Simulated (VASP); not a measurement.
Computed with PBE GGA, VASP's PBE PAW potentials (set 64) (plane waves; VASP).

A VASP calculation is set up with these files.

**INCAR**
```
SYSTEM = MoSe
PREC = Accurate
ENCUT = 300
EDIFF = 1E-6
NELM = 100
ALGO = Normal
LREAL = .FALSE.
LASPH = .TRUE.
ISMEAR = -1
SIGMA = 0.1
GGA = PE
LMAXMIX = 4
LWAVE = .FALSE.
LCHARG = .FALSE.
ISIF = 2
```

KPOINTS:
```
Automatic mesh
0
G
 3 3 3
```

File POSCAR:
```
MoSe
5.4469660
  1.0000000000   0.0000000000   0.0000000000
 -0.5000000000   0.8660254167   0.0000000000
  0.0000000000   0.0000000000   0.8069141610
Mo Se
3 3
Direct
  0.5000000000   0.0000000000   0.0000000000
  0.5000000000   0.5000000000   0.0000000000
  0.0000000000   0.5000000000   0.0000000000
  0.0000000000   0.0000000000   0.0000000000
  0.3333330000   0.6666670000   0.5000000000
  0.6666670000   0.3333330000   0.5000000000
```

POTCAR, in this order: Mo_sv Se (PBE.64 set). Program: vasp_std.

At this cut-off the stress carries a Pulay error, which pulls relaxed volumes low.

Problem. What does the run give for the energy per atom (σ→0), pressure, band gap (on the k-mesh)?

Solution. 
energy per atom (σ→0): -6.925 eV/atom
band gap (on the k-mesh): none (metal, semimetal or under 0.01 eV)
pressure: 1.64 GPa

### OSZICAR
```
...
DAV:   9    -0.416784684865E+02    0.26170E-03   -0.20870E-02   576   0.587E-01    0.352E-01
DAV:  10    -0.416786230569E+02   -0.15457E-03   -0.38659E-03   520   0.382E-01    0.987E-02
DAV:  11    -0.416786708173E+02   -0.47760E-04   -0.15050E-04   544   0.670E-02    0.448E-02
DAV:  12    -0.416787371856E+02   -0.66368E-04   -0.82751E-05   488   0.430E-02    0.109E-02
DAV:  13    -0.416787427515E+02   -0.55659E-05   -0.10897E-05   472   0.183E-02    0.369E-03
DAV:  14    -0.416787443367E+02   -0.15851E-05   -0.22443E-06   372   0.646E-03    0.150E-03
DAV:  15    -0.416787447121E+02   -0.37548E-06   -0.23732E-07   252   0.234E-03
   1 F= -.41678745E+02 E0= -.41551491E+02  d E =-.254507E+00
```

The structure was generated: MoSe was put into an ordered model structure, which need not be its known phase. The cell was not relaxed at this level. The k-mesh is coarse (spacing up to 0.48 per Å, 2π included), so the numbers may not be converged in it.
